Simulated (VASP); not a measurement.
The system is MgSnO2.

```
Mg Sn O
1.0
     3.70000    0.00000    0.00000
     0.00000    3.70000    0.00000
     0.00000    0.00000    8.30000
Mg Sn O
2 2 4
Direct
  0.00000 0.50000 0.60600
  0.50000 0.00000 0.39400
  0.00000 0.50000 0.14800
  0.50000 0.00000 0.85200
  0.50000 0.50000 0.50000
  0.00000 0.00000 0.50000
  0.50000 0.50000 0.00000
  0.00000 0.00000 0.00000
```

The cell was built by a generator and needn't be a form met in nature.

```yaml
Program: VASP 6.6.1
Task: relaxation of cell and atoms
Functional: PBE
Potentials_or_basis: VASP PAW PBE potentials, release 64 (Mg, Sn_d, O)
Cutoff: 520 eV
k_mesh: 4 × 4 × 2
Occupations: gaussian, width 0.15 eV
Spin: no spin polarisation
```

At the start: pressure 6.4 GPa; volume 14.20 Å³/atom.

**Question.** How do energy, volume and symmetry change on relaxing?

**Answer.** Over 18 steps the energy falls by 357.8 meV/atom and the volume is 17.78 Å³/atom (+25.2 %); space group P4/nmm (No. 129, to 0.05 Å).

The path:
```
step  energy change (eV)  largest force (eV/Å)  pressure (GPa)  volume (Å³)
   1              0.0000                3.1528            6.36       113.63
   2             -1.2325                2.5368           -0.43       123.08
   3             -1.6428                1.9638           -4.93       130.52
   4             -1.6866                1.7888           -6.31       133.23
   5             -2.3652                0.7869            1.27       126.68
   6             -2.3907                0.7295            4.98       124.92
   7             -2.6610                0.2749            1.14       131.04
   8             -2.7240                0.2498            0.47       135.62
   9             -2.3684                1.0552           -5.56       145.08
  10             -2.7177                0.3574           -3.10       136.89
  11             -2.7225                0.3456           -1.69       136.20
  12             -2.8231                0.1845            1.40       135.73
  13             -2.8231                0.1841            1.26       135.73
  14             -2.8478                0.2598           -0.42       139.36
  15             -2.8477                0.2474           -0.36       139.31
  16             -2.8582                0.1107            0.74       139.68
  17             -2.8582                0.1087            0.71       139.69
  18             -2.8622                0.0780           -0.03       142.21
```

Final structure:
```yaml
crystal:
  lattice:
    - [3.94822, 0.00000, 0.00000]
    - [0.00000, 3.94822, 0.00000]
    - [0.00000, 0.00000, 9.12253]
  atoms:
    - { symbol: Mg, position: [0.00000, 0.50000, 0.47866] }
    - { symbol: Mg, position: [0.50000, 0.00000, 0.52134] }
    - { symbol: Sn, position: [0.00000, 0.50000, 0.12484] }
    - { symbol: Sn, position: [0.50000, 0.00000, 0.87516] }
    - { symbol: O, position: [0.50000, 0.50000, 0.50000] }
    - { symbol: O, position: [0.00000, 0.00000, 0.50000] }
    - { symbol: O, position: [0.50000, 0.50000, 0.00000] }
    - { symbol: O, position: [0.00000, 0.00000, 0.00000] }
```

Caveat: the k mesh is coarse (spacing up to 0.42 Å⁻¹), so the values aren't converged; the volume moved by over 15 % at a fixed basis, so the end points are rough; the relaxation stopped at a loose force limit of 0.08 eV/Å, so its end isn't a converged minimum.
